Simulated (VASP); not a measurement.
Given:

```xyz
3
Lattice="0.0000 3.7249 3.7249 3.7249 0.0000 3.7249 3.7249 3.7249 0.0000" Properties=species:S:1:pos:R:3 pbc="T T T"
K      1.8624     1.8624     1.8624
K      5.5873     5.5873     5.5873
S      3.7249     0.0000     3.7249
```

These are PW91 GGA, VASP's PBE PAW potentials (set 64) (plane waves; VASP) values and carry that method's errors. Run with 520 eV cut-off, Gaussian smearing of 0.050 eV, potentials K_sv S.

**Question.** Predict the band gap (along the path) with the smallest direct gap where there is one.

**Answer.** 
```
Property                               Result
------------------------------------  -------
band gap (along the path)             2.36 eV
smallest direct gap (along the path)  2.54 eV
```

Total energies compare only between runs with the same potentials, cut-off and functional.

The compound is K2S in the antifluorite structure. It was relaxed first.
